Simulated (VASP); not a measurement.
Input:

```
PbF2
1.0
    0.00000     2.95914     2.95914
    2.95914     0.00000     2.95914
    2.95914     2.95914     0.00000
Pb F
1 2
Direct
  0.00000   0.00000   0.00000
  0.25000   0.25000   0.25000
  0.75000   0.75000   0.75000
```

These are r2SCAN meta-GGA, VASP's PBE PAW potentials (set 64) (plane waves; VASP) values and carry that method's errors. Numerical set-up: 600 eV cut-off, 6×6×6 Γ-centred mesh, Gaussian smearing of 0.050 eV, potentials Pb_d F.

Task: What does the run give for the energy per atom (σ→0)?

Result: 
```json
{
  "energy per atom (σ→0)": "-23.389 eV/atom"
}
```

Total energies compare only between runs with the same potentials, cut-off and functional.

The compound is PbF2 in the fluorite structure, the β form. It was relaxed first.
